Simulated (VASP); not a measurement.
Consider the following.

```
AuCl
1.0
    2.98991    -2.18498     0.00000
    2.98991     2.18498     0.00000
   -1.08523     0.00000     6.45736
Au Cl
2 2
Direct
  0.00000   0.50000   0.00000
  0.50000   0.00000   0.50000
  0.58160   0.41840   0.25000
  0.41840   0.58160   0.75000
```

Computed with PBE GGA, VASP's PBE PAW potentials (set 64) (plane waves; VASP 6.6.1). Numerical set-up: 300 eV cut-off, 6×6×3 Γ-centred mesh, Fermi-Dirac smearing of 0.10 eV, potentials Au Cl.

At this cut-off the stress carries a Pulay error, which pulls relaxed volumes low.

Problem. Give the force on each atom (eV/Å).

Solution. 
```
atom     Fx      Fy     Fz
----  -----  ------  -----
Au1   0.000   0.000  0.000
Au2   0.000   0.000  0.000
Cl3   0.000  -0.293  0.000
Cl4   0.000   0.293  0.000
```

Problem. Give the stress tensor in GPa (positive for a compressed cell).

Solution. 
```
11.08   0.00  -2.86
 0.00   6.65   0.00
-2.86   0.00  13.02
```
The pressure is its mean diagonal, 10.25 GPa.

The structure was generated: AuCl was put into an ordered model structure, which need not be its known phase. The cell was not relaxed at this level. The k-mesh is coarse (spacing up to 0.32 per Å, 2π included), so the numbers may not be converged in it.
